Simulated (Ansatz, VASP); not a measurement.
# SnSe2 in two plane-wave programs

Aim: how closely do two programs agree when they are given the same cell, functional and k mesh? Of the first pair: The cell is taken from a series of runs on this material, whose earlier steps may have relaxed, scaled, displaced or heated it; both programs get it as it stands.

Program: Ansatz 0.2.0. Level of theory: plane waves, with VASP 6.6.1 beside it; relaxation of cell and atoms at PBE with D4 and relaxation of cell and atoms at BLYP. Results are calculated unless marked as measured.

## (1) Starting point

Symmetry: P-3m1, No. 164, trigonal system. The conventional cell has a = 3.811 Å, b = 3.811 Å, c = 6.136 Å, α = 90.00°, β = 90.00°, γ = 120.00°. Nearest to Sn lie 6 Se at 2.68 Å. Nearest to Se lie 3 Sn at 2.68 Å. Farther neighbours and most contacts between anions are not listed.

## (2) Ansatz: relaxation of cell and atoms, PBE with D4

Ansatz runs on its default PAW (the set named soft_2) files.

The relaxed volume is the usual yardstick between codes: in a stiff, nearly cubic crystal its relative difference is about their pressure difference at one cell divided by the bulk modulus.

input.yaml reads:

```yaml
crystal:
  lattice:
    - [3.811, 0.0, 0.0]
    - [-1.9055, 3.3004228138, 0.0]
    - [0.0, 0.0, 6.136]
  atoms:
    - { symbol: Sn, position: [0.0, 0.0, 0.0] }
    - { symbol: Se, position: [0.3333333333, 0.6666666667, 0.249] }
    - { symbol: Se, position: [0.6666666667, 0.3333333333, 0.751] }
kpoints:
  mp_grid: { grid: [9, 9, 4] }
hamiltonian:
  xc: pbe
  dispersion: d4
scf:
  occupations: { method: gaussian, width: 0.02 }
output:
  forces: true
  stress: true
  eigenvalues: true
relax:
  adjacent_minimum: "off"
  f_tol: 0.005
  max_steps: 60
  cell: { stress_tol: 0.03 }
```

Run with:

```console
$ ansatz run input.yaml --threads 2 --pin off --max-ram 5120MiB --backend cpu --events-out ev --progress --plain --runs-dir out
```

Numbers of over 12 decimals in the logs are rounded to 6 here.

The program printed:

```text
Engine: ansatz 0.2.0, x86_64-unknown-linux-gnu
Pseudopotentials: kind: paw
Pseudopotential: Sn, paw, valence charge 14, recommended cutoff 420 eV (normal), Sn.paw.azcp
Pseudopotential: Se, paw, valence charge 16, recommended cutoff 420 eV (normal), Se.paw.azcp
Functional definition: PBE
  parameter kappa = 0.804
  parameter beta = 0.066725
  exchange = pbe_x(kappa = kappa, mu = beta*pi^2/3)
  correlation = pbe_c(beta = beta)
Crystal: 3 atoms, lattice volume = 77.178 Å³
Basis set: ecut = 420 eV, 1485 PW (Γ), exchange–correlation on 54×54×90 points (8 copies of the dense FFT grid, shifted against one another)
Bands: 28, of which v1, the nominal top of the filled ones, is band 23 counted from 1 (22 counted from 0)
Symmetry: 12 space group operations
Space group: P-3m1 (ITA 164), of the structure as read, at distance tolerance 4.3e-5 Å
k-points: 43 of 324
Non-local potential: Sn, projectors of the file, l = 0: 2, l = 1: 2, l = 2: 2, l = 3: 2
Non-local potential: Se, projectors of the file, l = 0: 2, l = 1: 2, l = 2: 3, l = 3: 1
PAW form: soft (Blöchl's): semilocal exchange-correlation on the pseudo side does not see the compensation charge
PAW one-centre angular grid: Sn, 590 points (default); XC on 64 Gauss nodes
PAW one-centre angular grid: Se, 590 points (default); XC on 64 Gauss nodes
Initial density: superposition of atomic densities (neutral atoms: chi_scale 0, normalization atom), corrected by the library's trained network
Initial wavefunctions: pseudopotential atomic-orbital guess
Functional: x = pbe(κ = 0.804, μ = 0.219515), c = pbe(β = 0.066725)
SCF iter   1: F=—  HF=-16964.464601 eV  |F-HF|=—  |Δ(HF+E_count)|=         —  Δρ=1.53e-3  dr2=2.66e-3  ethr=1.77e-3  ⟨swp⟩=6.9  Hψ=5438  notcnv=0
preconditioner: auto → Resta (q_TF=auto, 2.503 Å⁻¹)  ε∞=2.8  [insulator: Δε(μ)=0.795 eV  Ē_g=16.241 eV  σ=0.020 eV  W_gap=1.00  n_scr=22 (ndim 8)  ℏωp=21.6 eV  f_vac=0.080  D(μ)=0.00/eV (n_scr^D=0)  ε∞_Penn≈2.8]
SCF iter   2: F=—  HF=-16964.463314 eV  |F-HF|=—  |Δ(HF+E_count)|=   1.29e-3  Δρ=7.10e-4  dr2=2.36e-4  ethr=5.77e-6  ⟨swp⟩=2.5  Hψ=2605  notcnv=0  defer=43
SCF iter   3: F=—  HF=-16964.463409 eV  |F-HF|=—  |Δ(HF+E_count)|=   9.47e-5  Δρ=3.35e-4  dr2=4.44e-5  ethr=5.12e-7  ⟨swp⟩=2.0  Hψ=2149  notcnv=0  defer=43
SCF iter   4: F=—  HF=-16964.463443 eV  |F-HF|=—  |Δ(HF+E_count)|=   3.45e-5  Δρ=9.92e-5  dr2=4.51e-6  ethr=9.64e-8  ⟨swp⟩=2.0  Hψ=1505  notcnv=0  defer=43
SCF iter   5: F=—  HF=-16964.463448 eV  |F-HF|=—  |Δ(HF+E_count)|=   5.07e-6  Δρ=1.77e-5  dr2=2.44e-7  ethr=9.81e-9  ⟨swp⟩=2.0  Hψ=1505  notcnv=0  defer=43
SCF iter   6: F=-16964.463449 eV  HF=-16964.463449 eV  |F-HF|=2.23e-8  |Δ(HF+E_count)|=   2.95e-7  Δρ=5.77e-6  dr2=3.30e-8  ethr=2.17e-10  ⟨swp⟩=8.2  Hψ=5378  notcnv=0
SCF 1 converged in 6 iterations: F = -16964.463449 eV  dr2 = 3.30e-8
  greatest PAW one-centre occupation: 1.000 electrons in one spin orbital (limit 2), on the Se atom at site 2 (counted from 0), in its partial waves of l = 2
relax step   1: F+E_penalty+E_count = -16964.46344866 eV  Δ(F+E_penalty+E_count) = +0.000e0 eV  max|allowed force component| = 8.022e-1 eV/Å  Δτ_max = 0.0000 Å  P = +3.149 GPa  Ω = 77.178 Å³  (6 SCF iters, dr2 threshold 1.00e-7 eV, accepted)
[...]
relax step   5: F+E_penalty+E_count = -16964.52881137 eV  Δ(F+E_penalty+E_count) = -8.432e-5 eV  max|allowed force component| = 5.216e-3 eV/Å  Δτ_max = 0.0015 Å  P = +0.042 GPa  Ω = 76.569 Å³  energy of the carried Pulay correction = +1.472e-4 eV  (4 SCF iters, dr2 threshold 5.00e-8 eV, accepted)
[...]
relax step   6: F+E_penalty+E_count = -16964.52893029 eV  Δ(F+E_penalty+E_count) = -1.189e-4 eV  max|allowed force component| = 5.071e-3 eV/Å  Δτ_max = 0.0018 Å  P = +0.026 GPa  Ω = 76.525 Å³  energy of the carried Pulay correction = +1.580e-4 eV  (4 SCF iters, dr2 threshold 2.72e-8 eV, accepted)
[...]
relax step   7: F+E_penalty+E_count = -16964.52893290 eV  Δ(F+E_penalty+E_count) = -2.609e-6 eV  max|allowed force component| = 6.420e-5 eV/Å  Δτ_max = 0.0007 Å  P = +0.000 GPa  Ω = 76.530 Å³  energy of the carried Pulay correction = +1.569e-4 eV  (4 SCF iters, dr2 threshold 1.61e-9 eV, accepted)
[...]
relax step   8: F+E_penalty+E_count = -16964.52882032 eV  Δ(F+E_penalty+E_count) = +1.126e-4 eV  max|allowed force component| = 1.030e-4 eV/Å  Δτ_max = 0.0000 Å  P = -0.004 GPa  Ω = 76.530 Å³  stress off target by 8.72e-3 GPa  SCF on the basis re-selected at this cell (its energy is not comparable with the rows above)  (6 SCF iters)
basis re-selected at this cell: Δ(F+E_penalty+E_count) = +1.126e-4 eV, ΔP = -0.005 GPa vs the last step (what re-selecting the basis moved, of the pressure what is left beyond the Pulay correction that the steps carried, after the strain that the cell walked since its last selection, with what the two solves' SCF thresholds leave and, on support functions, any second-order correction that the steps lacked; it is no m [...]
SCF converged after 6 iterations
Free energy (F): -16964.528820 eV
Harris-Foulkes:  -16964.528820 eV  (|F-HF|=3.64e-12)
Internal energy: -16964.528820 eV  (E = F + TS)
E sigma→0 (E₀):  -16964.528820 eV
Fermi energy:    8.672561 eV
--- Per-component energies (eV) ---
  E_band       = -850.276445
  E_kinetic    = 424.456853
  E_local      = -5847.686903  (includes V_loc(G=0)·N_el)
  E_nonlocal   = -1222.346859
  E_hartree    = 3005.607345
  E_xc         = -589.745828
  E_vxc        = -291.202957  (∫ρ·V_xc dr)
  E_paw        = -7963.596851  (= ΣΔE_a)
  E_vpaw       = 75.289840  (= ΣTr[D̂ρ^β])
  E_aug_tail   = -0.001199  (compensation charges beyond the density's cutoff)
  E_ewald      = -4770.013929
  E_disp       = -1.201451  (pairwise vdW)
  E_smearing   = -0.000000  (= −TS)
  E_closure    = 0.000000  (closes the sum)
  Σ components = -16964.528820   (vs F -16964.528820, Δ=0.00e0)
--- Forces (eV/Å), atoms counted from 1 ---
  atom   1  Sn     0.00000000    -0.00000000     0.00000000
  atom   2  Se    -0.00000000    -0.00000000     0.00010302
  atom   3  Se     0.00000000     0.00000000    -0.00010302
  max |Σ_I F_I| component: 2.71e-20 eV/Å
--- Stress (GPa, compression-positive) ---
       -0.002102       0.000000      -0.000000
        0.000000      -0.002102      -0.000000
       -0.000000      -0.000000      -0.008716
  P = ⅓ Tr σ = -0.0043 GPa (-0.043 kbar)
--- Band table (eV; the first three rows and the last of 43) ---
  k-point 0: bands = [... 19 lower, 7.7127, 7.8730, 7.8730, 8.3165, 9.1386, 11.3591, 12.9234, 12.9234, ... 1 higher]
  k-point 1: bands = [... 19 lower, 7.6004, 7.6004, 8.0327, 8.0327, 10.1817, 11.3423, 12.7205, 12.7205, ... 1 higher]
  k-point 2: bands = [... 19 lower, 7.5419, 7.5419, 8.1408, 8.1408, 10.8406, 11.2106, 12.5321, 12.5321, ... 1 higher]
  k-point 42: bands = [... 19 lower, 4.0984, 4.5668, 8.0263, 8.0263, 10.6391, 12.6103, 12.6103, 14.0925, ... 1 higher]
--- Relaxed structure (7 steps of the walk, 6 accepted, 1 SCFs on fresh bases) ---
  F+E_penalty+E_count = -16964.52882032 eV   max|allowed force component| = 1.030e-4 eV/Å   (the final SCF, on the basis selected at the relaxed cell)
  cell:  # Å, volume = 76.5295 Å³
    - [3.838028, 0, -7.439627014032454e-18]
    - [-1.919014, 3.323830, 3.719813507016227e-18]
    - [-1.1978365614867157e-17, 0, 5.999046]
  atoms:
    - { symbol: Sn, position: [0, 0, 0.0] }
    - { symbol: Se, position: [0.333333, 0.666667, 0.265744] }
    - { symbol: Se, position: [0.666667, 0.333333, 0.734256] }
```

## (3) VASP: relaxation of cell and atoms, PBE with D4

The same cell, functional, mesh and smearing now go to VASP, with its own data sets.

Lines of VASP's logs that name or quote its potential files are left out, and so is its time.

INCAR reads:

```
SYSTEM = SnSe2
PREC = Accurate
ENCUT = 500
EDIFF = 1E-07
NELM = 120
ISMEAR = 0
SIGMA = 0.02
LREAL = .FALSE.
ALGO = Normal
GGA = PE
IVDW = 13
NBANDS = 19
LORBIT = 11
LWAVE = .FALSE.
LCHARG = .FALSE.
ISIF = 3
IBRION = 2
NSW = 80
EDIFFG = -0.005
LASPH = .TRUE.
GGA_COMPAT = .FALSE.
NELMIN = 4
EFERMI = MIDGAP
KPAR = 2
```

POSCAR reads:

```
SnSe2
1.0
    3.8110000000      0.0000000000      0.0000000000
   -1.9055000000      3.3004230000      0.0000000000
    0.0000000000      0.0000000000      6.1360000000
Sn Se
1 2
Direct
    0.0000000000      0.0000000000      0.0000000000
    0.3333333333      0.6666666667      0.2490000000
    0.6666666667      0.3333333333      0.7510000000
```

KPOINTS reads:

```
Automatic mesh
0
Gamma
9 9 4
0 0 0
```

Potentials, in the order of the species: Sn_d and Se (PBE family, release 64).

Run with:

```console
$ mpirun -np 2 vasp_std
```

The program printed:

```text
[banner, memory and clock lines left out]
running    2 mpi-ranks, on    1 nodes
 distrk:  each k-point on    1 cores,    2 groups
 distr:  one band on    1 cores,    1 groups

 POSCAR found type information on POSCAR SnSe
 POSCAR found :  2 types and       3 ions
 LDA part: xc-table for (Slater+PW92), standard interpolation
 POSCAR, INCAR and KPOINTS ok, starting setup
 FFT: planning ... GRIDC
 FFT: planning ... GRID_SOFT
 FFT: planning ... GRID
 WAVECAR not read
 entering main loop
       N       E                     dE             d eps       ncg     rms          rms(c)
DAV:   1     0.200139771049E+03    0.20014E+03   -0.11942E+04  1648   0.151E+03
DAV:   2     0.112733629081E+02   -0.18887E+03   -0.18274E+03  1693   0.373E+02
DAV:   3    -0.112317995867E+02   -0.22505E+02   -0.21877E+02  2042   0.117E+02
DAV:   4    -0.120045011847E+02   -0.77270E+00   -0.77120E+00  1923   0.221E+01
DAV:   5    -0.120223549715E+02   -0.17854E-01   -0.17852E-01  2321   0.363E+00    0.523E+00
DAV:   6    -0.117675539776E+02    0.25480E+00   -0.51314E-01  2438   0.792E+00    0.339E+00
DAV:   7    -0.117469935158E+02    0.20560E-01   -0.17444E-01  1959   0.277E+00    0.102E+00
DAV:   8    -0.117466877232E+02    0.30579E-03   -0.13172E-02  2029   0.121E+00    0.292E-01
DAV:   9    -0.117471927346E+02   -0.50501E-03   -0.16079E-03  1809   0.308E-01    0.886E-02
DAV:  10    -0.117471998522E+02   -0.71176E-05   -0.11523E-04  2231   0.815E-02    0.345E-02
DAV:  11    -0.117472317013E+02   -0.31849E-04   -0.45887E-05  1742   0.396E-02    0.688E-03
DAV:  12    -0.117472323748E+02   -0.67348E-06   -0.22970E-06  2163   0.116E-02    0.606E-03
DAV:  13    -0.117472329495E+02   -0.57469E-06   -0.23993E-06  1745   0.856E-03    0.244E-03
DAV:  14    -0.117472330298E+02   -0.80278E-07   -0.58781E-08  1539   0.153E-03
   1 F= -.12936348E+02 E0= -.12936348E+02  d E =-.129363E+02
[... from here on, the cycles between the ionic steps are left out ...]
   2 F= -.12955907E+02 E0= -.12955907E+02  d E =-.195588E-01
   3 F= -.12986759E+02 E0= -.12986759E+02  d E =-.504108E-01
   6 F= -.12993230E+02 E0= -.12993230E+02  d E =-.647223E-02
   7 F= -.12995443E+02 E0= -.12995443E+02  d E =-.221233E-02
   8 F= -.13000710E+02 E0= -.13000710E+02  d E =-.747983E-02
   9 F= -.13003851E+02 E0= -.13003851E+02  d E =-.106210E-01
  10 F= -.13004139E+02 E0= -.13004139E+02  d E =-.109086E-01
  11 F= -.13003893E+02 E0= -.13003893E+02  d E =0.245968E-03
  12 F= -.13004302E+02 E0= -.13004302E+02  d E =-.162917E-03
  13 F= -.13004176E+02 E0= -.13004176E+02  d E =0.125828E-03
 trial-energy change:    0.000126  1 .order    0.000123   -0.000224    0.000470
 step:   0.8015(harm=  0.8162)  dis= 0.00017  next Energy=   -13.004337 (dE=-0.355E-04)
 bond charge predicted
       N       E                     dE             d eps       ncg     rms          rms(c)
DAV:   1    -0.118056042934E+02    0.15771E-02   -0.42417E-02  2084   0.265E+00    0.235E-01
DAV:   2    -0.118043610920E+02    0.12432E-02   -0.29680E-03  2109   0.739E-01    0.110E-01
DAV:   3    -0.118039870481E+02    0.37404E-03   -0.11260E-03  2155   0.456E-01    0.295E-02
DAV:   4    -0.118039815054E+02    0.55428E-05   -0.88983E-05  1674   0.780E-02    0.120E-02
DAV:   5    -0.118039803819E+02    0.11235E-05   -0.60221E-06  2521   0.297E-02    0.531E-03
DAV:   6    -0.118039807807E+02   -0.39884E-06   -0.95782E-07  1736   0.986E-03    0.176E-03
DAV:   7    -0.118039807791E+02    0.16425E-08   -0.47874E-08   859   0.196E-03
  14 F= -.13004347E+02 E0= -.13004347E+02  d E =-.450047E-04
 curvature:  -0.52 expect dE=-0.641E-06 dE for cont linesearch -0.378E-08
 trial: gam= 0.01847 g(F)=  0.710E-06 g(S)=  0.512E-06 ort =-0.907E-06 (trialstep = 0.218E+01)
 search vector abs. value=  0.123E-05
 reached required accuracy - stopping structural energy minimisation
```

Parts of OUTCAR (step 3):

```text
ion  position               nearest neighbor table
   1  0.000  0.000  0.000-   2 2.68   3 2.68   3 2.68   2 2.68   3 2.68   2 2.68
   2  0.333  0.667  0.249-   1 2.68   1 2.68   1 2.68
   3  0.667  0.333  0.751-   1 2.68   1 2.68   1 2.68

  LATTYP: Found a hexagonal cell.
 ALAT       =     3.8110000000
 C/A-ratio  =     1.6100760955

 Subroutine GETGRP returns: Found 12 space group operations
 (whereof 12 operations were pure point group operations)

The static configuration has the point symmetry D_3d.

 Found     43 irreducible k-points:

   k-points           NKPTS =     43   k-points in BZ     NKDIM =     43   number of bands    NBANDS=     19

   dimension x,y,z NGX =    28 NGY =   28 NGZ =   48
   dimension x,y,z NGXF=    56 NGYF=   56 NGZF=   96

   ENCUT  =  500.0 eV  36.75 Ry    6.06 a.u.   6.95  6.95 11.19*2*pi/ulx,y,z

   NELECT =      26.0000    total number of electrons

 k-points in reciprocal lattice and weights: Automatic mesh
   0.00000000  0.00000000  0.00000000       0.003
   0.11111111  0.00000000  0.00000000       0.019
   0.22222222 -0.00000000  0.00000000       0.019
   0.33333333  0.00000000  0.00000000       0.019
   0.44444444 -0.00000000  0.00000000       0.019
   0.11111111  0.11111111  0.00000000       0.019
   0.22222222  0.11111111  0.00000000       0.037
   0.33333333  0.11111111  0.00000000       0.037
   0.44444444  0.11111111  0.00000000       0.019
[...]
0.33333333  0.22222222  0.50000000       0.037
   0.33333333  0.33333333  0.50000000       0.006

 average (electrostatic) potential at core
       1-102.5570       2 -53.2792       3 -53.2792

 E-fermi :   4.6896

 k-point     1 :       0.0000    0.0000    0.0000
  band No.  band energies     occupation
    ...
      9       3.7303      2.00000
     10       3.7303      2.00000
     11       3.8904      2.00000
     12       3.8904      2.00000
     13       4.3390      2.00000
     14       5.1459      0.00000
     15       7.3690      0.00000
     16       8.9341      0.00000
     17       8.9341      0.00000
     18      12.5273      0.00000
    ...

 k-point     2 :       0.1111    0.0000    0.0000
  band No.  band energies     occupation
    ...
      9       2.4535      2.00000
     10       3.2086      2.00000
     11       3.2687      2.00000
     12       4.1734      2.00000
     13       4.4397      2.00000
     14       6.0922      0.00000
     15       7.9299      0.00000
     16       8.6006      0.00000
     17       9.1101      0.00000
     18      12.0665      0.00000
    ...

 k-point     3 :       0.2222   -0.0000    0.0000
  band No.  band energies     occupation
    ...
      9       1.0433      2.00000
     10       2.1910      2.00000
     11       2.5796      2.00000
     12       4.2224      2.00000
     13       4.2394      2.00000
     14       6.3560      0.00000
     15       8.0627      0.00000
     16       9.3806      0.00000
     17       9.5038      0.00000
     18      10.8754      0.00000
    ...

  DFT-D4 for vdW energy calculation

  Edisp (eV):   -1.20037

  Total      -0.00046    -0.00046    -0.00561    -0.00000     0.00000     0.00000
  in kB      -0.00953    -0.00953    -0.11731    -0.00000     0.00000     0.00000
  external pressure =       -0.05 kB  Pullay stress =        0.00 kB

  energy-cutoff  :      500.00
  volume of cell :       76.57
      direct lattice vectors                 reciprocal lattice vectors
     3.838936065  0.000000000 -0.000000000     0.260488839  0.150393293  0.000000000
    -1.919468032  3.324616346  0.000000000    -0.000000000  0.300786586  0.000000000
    -0.000000000 -0.000000000  5.999253901     0.000000000 -0.000000000  0.166687394

 POSITION                                       TOTAL-FORCE (eV/Angst)
 -----------------------------------------------------------------------------------
      0.00000      0.00000     -0.00000        -0.000000      0.000000      0.000000
     -0.00000      2.21641      1.59514        -0.000000     -0.000000      0.002713
      1.91947      1.10821      4.40411         0.000000      0.000000     -0.002713
 -----------------------------------------------------------------------------------
    total drift:                               -0.000000     -0.000000      0.000000

  FREE ENERGIE OF THE ION-ELECTRON SYSTEM (eV)
  ---------------------------------------------------
  free  energy   TOTEN  =       -13.0043469157 eV

  energy  without entropy=      -13.0043469157  energy(sigma->0) =      -13.00434692

 reached required accuracy - stopping structural energy minimisation

 total charge
# of ion       s       p       d       tot
------------------------------------------
    1        1.067   1.004  10.090  12.161
    2        1.488   2.298   0.028   3.813
    3        1.488   2.298   0.028   3.813
--------------------------------------------------
tot          4.043   5.599  10.145  19.787

[... 3 further parts left out ...]
```

The run keeps the 12 symmetry operations of its start, so it cannot find a distortion of lower symmetry.

## (4) Differences

Known differences besides the potentials themselves: the data sets hold 46 valence electrons in Ansatz (on its default PAW (the set named soft_2) files) and 26 in VASP; the cutoff is 420 eV in Ansatz and 500 eV in VASP; Ansatz adds a Pulay correction to the stress that steers its cell, VASP none. Total energies have different zeros and are not compared.

The two programs side by side:

```tsv
quantity	Ansatz	VASP	difference
volume (Å³)	76.53	76.57	-0.05 %
edge a after relaxation, in the typed setting (Å)	3.838	3.839	-0.02 %
edge c after relaxation, in the typed setting (Å)	5.999	5.999	-0.01 %
```

[end of part 1 of 2]

[Lines on the potential files, build, host, timing and source positions are cut from VASP's logs without a mark.]

[Logs are printed without paths, hosts, clocks, repeated set-up lines and the standing remarks that a program may print on its own settings, such as how far it seeks lower states.]

[Hosts, paths, dates, database ids (printed as entryN), source tags and the programs' standing remarks are cut or masked in the printed files.]
